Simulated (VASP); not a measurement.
# Sr2MoO4: structure and properties in VASP, part 3 of 6

Aim: relax Sr2MoO4, then compute properties on the relaxed cell. The start is a computed cell from the Materials Project.

VASP 6.6.1; AM05, no spin polarisation; plane waves and PAW (Sr_sv, Mo_sv, O).

Still holding for the runs below: This run has no spin polarisation, although Mo can carry a moment.

So far. Step 3 (Second relaxation): It ends with a largest force of 0.008 eV/Å and a pressure of -0.02 GPa. The volume moved by under 0.01 %: the run met its threshold at the first step. Step 4 (Density, ELF and potential (AM05)): In this run the pressure is -0.02 GPa, small enough to go on. The relaxed cell has a = 3.883, c = 12.866 Å (conventional setting).

## Step 5: Band structure (AM05)

The mesh alone shows little of the dispersion and can miss band extrema, so KPOINTS_OPT adds a path through the symmetry points after the self-consistent cycle.

The input, INCAR:

```
SYSTEM = Sr2MoO4
PREC = Accurate
ENCUT = 520
EDIFF = 1E-06
NELM = 100
ISMEAR = 0
SIGMA = 0.05
LREAL = .FALSE.
ALGO = Normal
GGA = AM
NBANDS = 47
LASPH = .TRUE.
LORBIT = 11
LWAVE = .FALSE.
LCHARG = .FALSE.
KPAR = 4
```

The input, POSCAR:

```
Sr2MoO4
1.0
    0.0000000000     -3.8831294035      0.0000000000
   -3.8831294035      0.0000000000      0.0000000000
    1.9415647018     -1.9415647018     -6.4330387376
Sr Mo O
2 1 4
Direct
    0.3510785313      0.6489214687      0.2978429373
    0.6489214687      0.3510785313      0.7021570627
    0.0000000000      0.0000000000      0.0000000000
    0.5000000000      0.0000000000      0.0000000000
    0.0000000000      0.5000000000      0.0000000000
    0.8370382558      0.1629617442      0.3259234884
    0.1629617442      0.8370382558      0.6740765116
```

The input, KPOINTS:

```
Automatic mesh
0
Gamma
6 6 6
0 0 0
```

The input, KPOINTS_OPT:

```
Line mode
12
Line-mode
Reciprocal
  0.00000000   0.00000000   0.00000000 GAMMA
 -0.50000000  -0.50000000   0.00000000 X

 -0.50000000  -0.50000000   0.00000000 X
 -0.45445493  -0.54554507   0.04554507 Y

 -0.45445493  -0.54554507   0.04554507 Y
  0.00000000  -0.54554507   0.27277254 S

  0.00000000  -0.54554507   0.27277254 S
  0.00000000   0.00000000   0.00000000 GAMMA

  0.00000000   0.00000000   0.00000000 GAMMA
  0.00000000   0.00000000  -0.50000000 Z

  0.00000000   0.00000000  -0.50000000 Z
  0.00000000  -0.45445493  -0.27277254 S1

  0.00000000  -0.45445493  -0.27277254 S1
  0.00000000  -0.50000000   0.00000000 N

  0.00000000  -0.50000000   0.00000000 N
 -0.50000000  -0.50000000  -0.25000000 P

 -0.50000000  -0.50000000  -0.25000000 P
 -0.45445493  -0.45445493  -0.50000000 Y1

 -0.45445493  -0.45445493  -0.50000000 Y1
  0.00000000   0.00000000  -0.50000000 Z

 -0.50000000  -0.50000000   0.00000000 X
 -0.50000000  -0.50000000  -0.25000000 P
```

PAW data sets: Sr_sv, Mo_sv and O (PBE family, release 64).

Started as:

```sh
mpirun -np 4 vasp_std
```

What it wrote:

```text
[... set-up lines as in an earlier step ...]
 entering main loop
       N       E                     dE             d eps       ncg     rms          rms(c)
DAV:   1     0.401198029183E+03    0.40120E+03   -0.30837E+04  2820   0.122E+03
DAV:   2    -0.365121642048E+02   -0.43771E+03   -0.42135E+03  3442   0.329E+02
DAV:   3    -0.600479782537E+02   -0.23536E+02   -0.23310E+02  3929   0.694E+01
DAV:   4    -0.607695833267E+02   -0.72161E+00   -0.71860E+00  4086   0.838E+00
DAV:   5    -0.607749812970E+02   -0.53980E-02   -0.53975E-02  3471   0.807E-01    0.487E+01
DAV:   6    -0.533210255393E+02    0.74540E+01   -0.28696E+01  2932   0.283E+01    0.235E+01
DAV:   7    -0.528808947259E+02    0.44013E+00   -0.32179E+00  3093   0.104E+01    0.162E+01
DAV:   8    -0.527940090151E+02    0.86886E-01   -0.54022E-01  3229   0.468E+00    0.329E+00
DAV:   9    -0.527753779581E+02    0.18631E-01   -0.56378E-02  3363   0.129E+00    0.385E-01
DAV:  10    -0.527761997653E+02   -0.82181E-03   -0.52078E-03  3843   0.346E-01    0.232E-01
DAV:  11    -0.527771965896E+02   -0.99682E-03   -0.14156E-03  3031   0.163E-01    0.134E-01
DAV:  12    -0.527773439239E+02   -0.14733E-03   -0.22467E-04  3424   0.761E-02    0.255E-02
DAV:  13    -0.527773766713E+02   -0.32747E-04   -0.28035E-05  3374   0.253E-02    0.147E-02
DAV:  14    -0.527773851724E+02   -0.85011E-05   -0.10906E-05  3258   0.149E-02    0.446E-03
DAV:  15    -0.527773861810E+02   -0.10086E-05   -0.24821E-06  2816   0.635E-03    0.399E-03
DAV:  16    -0.527773861077E+02    0.73358E-07   -0.23402E-07  2473   0.267E-03
   1 F= -.52777386E+02 E0= -.52775359E+02  d E =-.405502E-02
 Start KPOINTS_OPT (optional k-point list driver)
k-point batch [1-30\132]
       N       E                     dE             ncg
DAV:   1    -0.485674462193E+04   -0.55289E+05     2820
DAV:   2    -0.176641979153E+05   -0.12807E+05     3294
DAV:   3    -0.183776420854E+05   -0.71344E+03     3952
DAV:   4    -0.183975659019E+05   -0.19924E+02     4037
DAV:   5    -0.183978243570E+05   -0.25846E+00     3517
DAV:   6    -0.183978280121E+05   -0.36551E-02     3629
DAV:   7    -0.183978280746E+05   -0.62530E-04     3193
DAV:   8    -0.183978280774E+05   -0.27751E-05     2526
DAV:   9    -0.183978280775E+05   -0.16286E-06     2080
[...]
k-point batch [121-132\132]
       N       E                     dE             ncg
DAV:   1     0.261952703963E+05   -0.27627E+05     1128
DAV:   2     0.210606566863E+05   -0.51346E+04     1329
DAV:   3     0.207720639403E+05   -0.28859E+03     1568
DAV:   4     0.207647859064E+05   -0.72780E+01     1624
DAV:   5     0.207646833068E+05   -0.10260E+00     1386
DAV:   6     0.207646822051E+05   -0.11017E-02     1362
DAV:   7     0.207646821589E+05   -0.46202E-04     1247
DAV:   8     0.207646821567E+05   -0.21751E-05     1058
DAV:   9     0.207646821566E+05   -0.97221E-07      807
```

Wall time 66 s (4 MPI ranks of Intel Xeon 6975P-C (Granite Rapids), shared host); peak memory 1.4 GiB; 4.3 min of CPU time.

OUTCAR, selected parts (step 5):

```text
   k-points           NKPTS =     30   k-points in BZ     NKDIM =     30   number of bands    NBANDS=     47

   NELECT =      58.0000    total number of electrons

 E-fermi :   6.1274

 k-point     1 :       0.0000    0.0000    0.0000
  band No.  band energies     occupation
    ...
     27       3.0298      2.00000
     28       3.0298      2.00000
     29       4.2598      2.00000
     30       5.4246      2.00000
     31       5.4246      2.00000
     32       7.7944      0.00000
     33       8.4232      0.00000
     34       8.4686      0.00000
     35       9.1935      0.00000
     36       9.2959      0.00000
    ...

  Total       -0.0073815     -0.0073815     -0.0121319      0.0000000     -0.0000000      0.0000000
  in kB       -0.1219206     -0.1219206     -0.2003832      0.0000000     -0.0000000      0.0000000
  external PRESSURE =      -0.1480748 kB  Pullay stress =       0.0000000 kB

 POSITION                                       TOTAL-FORCE (eV/Angst)
 -----------------------------------------------------------------------------------
     -1.94156     -1.94156     -1.91604        -0.000000      0.000000      0.006809
      0.00000     -3.88313     -4.51700         0.000000     -0.000000     -0.006809
      0.00000      0.00000      0.00000        -0.000000      0.000000      0.000000
      0.00000     -1.94156      0.00000         0.000000      0.000000      0.000000
     -1.94156      0.00000      0.00000         0.000000      0.000000      0.000000
      0.00000     -3.88313     -2.09668         0.000000     -0.000000     -0.007772
     -1.94156     -1.94156     -4.33636        -0.000000      0.000000      0.007772
 -----------------------------------------------------------------------------------
    total drift:                                0.000000     -0.000000     -0.000000

  FREE ENERGIE OF THE ION-ELECTRON SYSTEM (eV)
  ---------------------------------------------------
  free  energy   TOTEN  =       -52.7773861077 eV

  energy  without entropy=      -52.7733310907  energy(sigma->0) =      -52.77535860

[... 8 parts as in an earlier step ...]

[... 8 further parts left out ...]
```

Spin-orbit coupling is off here; it would split degenerate levels. The cell is typed on its shortest vectors, so the axes of tensors and the coordinates of k-points follow the printed cell and not the standard setting.

Numbers from this step:

```
bands        : 47
Fermi energy : 6.127 eV
pressure     : -0.01481 GPa
```

Electronic bands along the path, in eV, zero at the Fermi level; # counts the bands kept, so #1 is VASP's band 17:

```tsv
point	#10	#11	#12	#13	#14	#15	#16	#17
Γ	-3.13	-3.10	-3.10	-1.87	-0.70	-0.70	1.67	2.30
0.45 of the way	-3.57	-3.31	-3.20	-0.03	0.15	0.20	2.99	3.52
X	-3.57	-3.36	-2.91	1.38	1.62	2.07	2.69	4.03
0.55 of the way	-3.58	-3.38	-2.91	1.36	1.61	2.04	2.70	4.02
Y	-3.57	-3.42	-2.91	1.32	1.57	1.99	2.73	3.99
0.45 of the way	-3.70	-3.45	-3.19	0.48	1.33	1.38	3.23	3.94
S	-3.67	-3.62	-3.36	-0.28	0.95	1.28	2.90	3.82
0.55 of the way	-3.59	-3.39	-3.19	-0.56	-0.34	0.04	2.63	3.17
Γ	-3.13	-3.10	-3.10	-1.87	-0.70	-0.70	1.67	2.30
0.45 of the way	-3.47	-3.20	-3.20	-1.87	-0.50	-0.50	1.86	2.02
Z	-3.82	-3.30	-3.30	-1.86	-0.24	-0.24	1.53	2.36
0.55 of the way	-3.89	-3.51	-3.26	-0.35	-0.23	0.32	2.56	2.94
S1	-3.67	-3.62	-3.36	-0.28	0.95	1.28	2.90	3.82
0.45 of the way	-3.67	-3.55	-3.38	-0.29	0.99	1.30	2.93	3.87
N	-3.67	-3.46	-3.43	-0.30	1.01	1.30	2.96	3.92
0.45 of the way	-3.80	-3.38	-3.31	0.36	1.33	1.36	3.45	3.85
P	-3.57	-3.10	-3.10	1.46	1.46	2.08	3.28	3.28
0.45 of the way	-3.58	-3.26	-2.97	1.39	1.54	2.06	2.91	3.72
Y1	-3.57	-3.42	-2.91	1.32	1.57	1.99	2.73	3.99
0.55 of the way	-3.61	-3.45	-3.25	-0.09	0.10	0.30	2.97	3.41
Z	-3.82	-3.30	-3.30	-1.86	-0.24	-0.24	1.53	2.36
jump to X	-3.57	-3.36	-2.91	1.38	1.62	2.07	2.69	4.03
0.45 of the way	-3.57	-3.28	-2.95	1.40	1.57	2.07	2.84	3.80
P	-3.57	-3.10	-3.10	1.46	1.46	2.08	3.28	3.28
```

Of the projections kept (Sr, Mo, O), the largest for each band there; the rest of the weight can lie on other orbitals:

```tsv
point	#10	#11	#12	#13	#14	#15	#16	#17
Γ	O 0.93	O 0.98	O 0.98	Mo 0.98	Mo 0.74	Mo 0.74	Sr 0.45	Sr 0.80
X	O 0.99	O 0.95	O 0.98	Mo 0.70	Mo 0.76	Mo 0.79	Sr 0.80	Sr 0.55
Y	O 0.90	O 0.94	O 0.98	Mo 0.70	Mo 0.76	Mo 0.79	Sr 0.80	Sr 0.56
S	O 0.93	O 0.91	O 0.94	Mo 0.78	Mo 0.73	Mo 0.78	Mo 0.77	Sr 0.53
Γ	O 0.93	O 0.98	O 0.98	Mo 0.98	Mo 0.74	Mo 0.74	Sr 0.45	Sr 0.80
Z	O 0.87	O 0.95	O 0.95	Mo 0.98	Mo 0.71	Mo 0.71	Sr 0.96	Mo 0.91
```

There is no gap at this level.

## Step 6: Density of states (AM05)

Here the states are counted by energy and projected on the atoms. The mesh is finer than in the run before.

Edit INCAR of step 5 so:

```diff
@@ -5,3 +5,3 @@
 NELM = 100
-ISMEAR = 0
+ISMEAR = -5
 SIGMA = 0.05
@@ -16 +16,2 @@
 KPAR = 4
+NEDOS = 2001
```

POSCAR is that of step 5.

The input, KPOINTS:

```
Automatic mesh
0
Gamma
9 9 9
0 0 0
```

Started as:

```sh
mpirun -np 4 vasp_std
```

What it wrote:

```text
[... set-up lines as in an earlier step ...]
 entering main loop
       N       E                     dE             d eps       ncg     rms          rms(c)
DAV:   1     0.405480401693E+03    0.40548E+03   -0.30829E+04  7050   0.122E+03
DAV:   2    -0.358209883603E+02   -0.44130E+03   -0.42402E+03  8342   0.330E+02
DAV:   3    -0.601291099125E+02   -0.24308E+02   -0.24056E+02  9873   0.710E+01
DAV:   4    -0.607727070579E+02   -0.64360E+00   -0.64072E+00 10190   0.834E+00
DAV:   5    -0.607774758148E+02   -0.47688E-02   -0.47549E-02  8642   0.775E-01    0.487E+01
DAV:   6    -0.532965343931E+02    0.74809E+01   -0.28172E+01  7288   0.283E+01    0.236E+01
DAV:   7    -0.528721717059E+02    0.42436E+00   -0.31530E+00  7757   0.103E+01    0.161E+01
DAV:   8    -0.527877610706E+02    0.84411E-01   -0.52710E-01  8070   0.461E+00    0.315E+00
DAV:   9    -0.527703108377E+02    0.17450E-01   -0.54288E-02  8357   0.125E+00    0.377E-01
DAV:  10    -0.527712762514E+02   -0.96541E-03   -0.55142E-03  9552   0.354E-01    0.225E-01
DAV:  11    -0.527722235476E+02   -0.94730E-03   -0.12648E-03  7627   0.156E-01    0.137E-01
DAV:  12    -0.527723957617E+02   -0.17221E-03   -0.24622E-04  8586   0.792E-02    0.243E-02
DAV:  13    -0.527724237999E+02   -0.28038E-04   -0.26177E-05  8670   0.243E-02    0.142E-02
DAV:  14    -0.527724315841E+02   -0.77842E-05   -0.13423E-05  7919   0.166E-02    0.329E-03
DAV:  15    -0.527724327949E+02   -0.12108E-05   -0.20821E-06  7222   0.568E-03    0.339E-03
DAV:  16    -0.527724330432E+02   -0.24830E-06   -0.23881E-07  6063   0.256E-03
   1 F= -.52772433E+02 E0= -.52772433E+02  d E =0.000000E+00
 -----------------------------------------------------------------------------
|                                                                             |
|           W    W    AA    RRRRR   N    N  II  N    N   GGGG   !!!           |
|           W    W   A  A   R    R  NN   N  II  NN   N  G    G  !!!           |
|           W    W  A    A  R    R  N N  N  II  N N  N  G       !!!           |
|           W WW W  AAAAAA  RRRRR   N  N N  II  N  N N  G  GGG   !            |
|           WW  WW  A    A  R   R   N   NN  II  N   NN  G    G                |
|           W    W  A    A  R    R  N    N  II  N    N   GGGG   !!!           |
|                                                                             |
|     Tetrahedron method does not include variations of the Fermi             |
|     occupations, so forces and stress will be inaccurate. We suggest        |
|     using a different smearing scheme ISMEAR = 1 or 2 for metals in         |
|     relaxations.                                                            |
|                                                                             |
 -----------------------------------------------------------------------------
```

It took 53 s on 4 MPI ranks; peak memory 1.6 GiB.

From OUTCAR (step 6):

```text
   k-points           NKPTS =     75   k-points in BZ     NKDIM =     75   number of bands    NBANDS=     47

   NELECT =      58.0000    total number of electrons

 E-fermi :   6.1737

 k-point     1 :       0.0000    0.0000    0.0000
  band No.  band energies     occupation
    ...
     27       3.0327      2.00000
     28       3.0327      2.00000
     29       4.3011      2.00000
     30       5.4305      2.00000
     31       5.4305      2.00000
     32       7.7925      0.00000
     33       8.4203      0.00000
     34       8.5073      0.00000
     35       9.1958      0.00000
     36       9.2911      0.00000
    ...

  Total        0.0816686      0.0816686     -0.0349703      0.0000000     -0.0000000      0.0000000
  in kB        1.3489182      1.3489182     -0.5776042      0.0000000     -0.0000000      0.0000000
  external PRESSURE =       0.7067441 kB  Pullay stress =       0.0000000 kB

 POSITION                                       TOTAL-FORCE (eV/Angst)
 -----------------------------------------------------------------------------------
     -1.94156     -1.94156     -1.91604        -0.000000      0.000000      0.044809
      0.00000     -3.88313     -4.51700         0.000000     -0.000000     -0.044809
      0.00000      0.00000      0.00000        -0.000000      0.000000      0.000000
      0.00000     -1.94156      0.00000        -0.000000      0.000000      0.000000
     -1.94156      0.00000      0.00000         0.000000      0.000000      0.000000
      0.00000     -3.88313     -2.09668         0.000000     -0.000000     -0.029869
     -1.94156     -1.94156     -4.33636        -0.000000      0.000000      0.029869
 -----------------------------------------------------------------------------------
    total drift:                                0.000000     -0.000000     -0.000000

  FREE ENERGIE OF THE ION-ELECTRON SYSTEM (eV)
  ---------------------------------------------------
  free  energy   TOTEN  =       -52.7724330432 eV

  energy  without entropy=      -52.7724330432  energy(sigma->0) =      -52.77243304

[... 6 parts as in an earlier step ...]

[... 10 further parts left out ...]
```

With tetrahedra the forces and stress of a metal are not exact derivatives of the energy.

This step gave:

```
irreducible k-points   : 75
free energy (TOTEN)    : -52.7724 eV
Fermi energy           : 6.174 eV
pressure               : 0.07067 GPa
DOS at the Fermi level : 2.387 states/eV/cell
```

The density of states has structure finer than the step of the table below, so its rows give means over 0.5 eV, whole bins alone (the curve runs from -12.0 to 4.84 eV). Peaks (eV: height): total -5.36: 14.8, -3.71: 12.0, -3.29: 11.4, 4.09: 7.35; O p -5.36: 7.62, -4.20: 3.90, -3.71: 7.44, -3.29: 7.66; Mo d -0.30: 2.70, 0.94: 2.35, 1.19: 2.67, 4.09: 2.18; Sr d -3.71: 0.282, 3.26: 1.26, 3.84: 1.52, 4.09: 1.61; Sr p -6.77: 0.131, -5.36: 0.278, -3.71: 0.239, -3.37: 0.140.

States under -12.0 eV and over 4.8 eV are left out. Table of density of states by energy, zero at the Fermi level; means over each step; values in states/eV/cell:

```tsv
energy (eV)	total	O p	Mo d	Sr d	Sr p	O s	Mo s
-9.5	0	0	0	0	0	0	0
-9.0	0.172	0.0875	0.0748	8.0e-5	9.5e-5	2.3e-4	0.00419
-8.5	1.70	0.872	0.583	0.00268	0.00342	0.00421	0.105
-8.0	1.71	0.835	0.425	0.00899	0.0220	0.00694	0.0778
-7.5	1.79	0.847	0.371	0.0156	0.0268	0.00642	0.0444
-7.0	3.88	1.80	0.733	0.0437	0.0640	0.00999	0.0306
-6.5	4.37	2.15	0.699	0.0576	0.0792	0.0140	0.0306
-6.0	3.24	1.73	0.349	0.0515	0.0496	0.0126	0.0167
-5.5	6.03	3.21	0.727	0.105	0.102	0.0544	0.188
-5.0	2.46	1.54	0.103	0.0311	0.0261	0.0144	0.0311
-4.5	4.73	2.66	0.281	0.127	0.0519	0.0106	0.00470
-4.0	6.65	3.86	0.151	0.171	0.118	0.0143	0.00523
-3.5	9.70	6.28	0.0540	0.196	0.142	0.00882	0.00236
-3.0	1.53	1.03	0.00665	0.0152	0.0163	8.3e-4	8.4e-6
-2.5	0	0	0	0	0	0	0
-2.0	0.0111	4.7e-4	0.00860	1.2e-4	0	0	0
-1.5	0.209	0.0144	0.157	0.00264	2.3e-5	0	0
-1.0	0.290	0.0327	0.203	0.00505	2.0e-4	1.2e-4	0
-0.5	2.07	0.333	1.33	0.0449	0.00305	0.00118	8.6e-5
0.0	2.57	0.410	1.66	0.0485	0.00799	0.00336	1.0e-4
0.5	2.16	0.358	1.40	0.0430	0.00839	0.00391	1.2e-4
1.0	3.14	0.565	2.04	0.0651	0.0115	0.00494	2.1e-4
1.5	1.39	0.245	0.889	0.0424	0.00543	0.00323	1.6e-4
2.0	0.567	0.0477	0.153	0.0921	0.00429	0.0161	6.4e-4
2.5	1.03	0.0740	0.224	0.175	0.0131	0.0498	0.00175
3.0	3.37	0.287	0.997	0.603	0.0437	0.160	0.00830
3.5	3.79	0.452	0.721	0.900	0.0525	0.114	0.00974
4.0	5.08	0.717	1.09	1.26	0.0651	0.152	0.0462
4.5	2.80	0.213	0.310	1.03	0.0310	0.109	0.0230
```

The finer mesh and the other smearing move the Fermi level by +0.05 eV from the 6×6×6 run, a small shift, which tests the Fermi level alone. Of the states within 0.3 eV of the Fermi level, the largest shares in the PAW spheres are Mo d 65 % and O p 16 %. The rest lies in smaller channels or between the spheres.

[end of part 3 of 6]

[Lines on the potential files, build, host, timing and source positions are cut from VASP's logs without a mark.]

[Logs are printed without paths, hosts, clocks, repeated set-up lines and the standing remarks that a program may print on its own settings, such as how far it seeks lower states.]

[Hosts, paths, dates, database ids (printed as entryN), source tags and the programs' standing remarks are cut or masked in the printed files.]

[A measured line is paired with the nearest computed mode of its activity, which favours agreement.]
